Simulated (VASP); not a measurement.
Given:

```
CELL_PARAMETERS angstrom
      3.73057     0.00000     0.00000
     -1.86528     3.23077     0.00000
      0.00000     0.00000     5.33237
ATOMIC_POSITIONS crystal
  Co 0.00000 0.00000 0.00000
  Te 0.66667 0.33333 0.75538
  Te 0.33333 0.66667 0.24462
```

These are PBEsol GGA, VASP's PBE PAW potentials (set 64) (plane waves; VASP) values and carry that method's errors. Settings: 400 eV cut-off, Gaussian smearing of 0.050 eV, potentials Co Te.

Without a dispersion term in the relaxation, distances and binding between the weakly bound layers, chains or molecules are unreliable, and so is what depends on them.

Q: Give the energies of bands 3 to 13 at the high-symmetry points, in eV from the Fermi level.

A: 
```json
[
 {"band": "3", "Γ": "-6.25", "M": "-5.81", "K": "-5.82", "A": "-3.13", "L": "-6.48", "H": "-5.48"},
 {"band": "4", "Γ": "-3.23", "M": "-3.85", "K": "-4.21", "A": "-3.13", "L": "-5.70", "H": "-5.48"},
 {"band": "5", "Γ": "-3.23", "M": "-3.32", "K": "-4.21", "A": "-3.06", "L": "-3.02", "H": "-5.05"},
 {"band": "6", "Γ": "-1.36", "M": "-3.00", "K": "-2.94", "A": "-1.71", "L": "-2.60", "H": "-3.83"},
 {"band": "7", "Γ": "-1.36", "M": "-2.68", "K": "-2.94", "A": "-1.38", "L": "-1.80", "H": "-1.96"},
 {"band": "8", "Γ": "-0.83", "M": "-2.57", "K": "-2.14", "A": "-1.38", "L": "-1.28", "H": "-1.96"},
 {"band": "9", "Γ": "0.84", "M": "-1.06", "K": "-1.26", "A": "0.09", "L": "-1.07", "H": "-1.19"},
 {"band": "10", "Γ": "0.84", "M": "-1.05", "K": "-0.56", "A": "0.34", "L": "-1.00", "H": "-0.81"},
 {"band": "11", "Γ": "2.03", "M": "-0.95", "K": "-0.56", "A": "0.34", "L": "-0.27", "H": "-0.81"},
 {"band": "12", "Γ": "2.03", "M": "0.84", "K": "0.50", "A": "2.72", "L": "1.36", "H": "2.63"},
 {"band": "13", "Γ": "2.62", "M": "2.85", "K": "0.50", "A": "2.72", "L": "2.17", "H": "2.63"}
]
```

It has no gap at this level: it comes out as a metal or semimetal.

The structure comes from a computed database's CoTe2 entry (P-3m1); how it stands against other phases isn't given here. It was relaxed first, which changed the volume by -7 %. The run is not spin-polarised, so no magnetic state was tried. The electron count is odd and the run is not spin-polarised, which forces a metal.
